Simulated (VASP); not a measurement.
Given:

```yaml
crystal:
  lattice:
    - [0.00000, 2.61595, 2.61595]
    - [2.61595, 0.00000, 2.61595]
    - [2.61595, 2.61595, 0.00000]
  atoms:
    - { symbol: K, position: [0.00000, 0.00000, 0.00000] }
    - { symbol: F, position: [0.50000, 0.50000, 0.50000] }
```

These are PBEsol GGA, VASP's PBE PAW potentials (set 64) (plane waves; VASP 6.6.1) values and carry that method's errors. Settings: 600 eV cut-off, 8×8×8 Γ-centred mesh, Gaussian smearing of 0.050 eV, potentials K_sv F.

Problem. What does the run give for the energy per atom (σ→0), pressure, band gap (on the k-mesh) with the smallest direct gap where there is one?

Solution. 
```yaml
band gap (on the k-mesh): 6.36 eV
smallest direct gap (on the k-mesh): 6.36 eV
energy per atom (σ→0): -4.256 eV/atom
pressure: 1.65 GPa
```

Total energies compare only between runs with the same potentials, cut-off and functional.

The compound is KF in the rock salt structure. This cell was strained or had an atom moved on purpose.
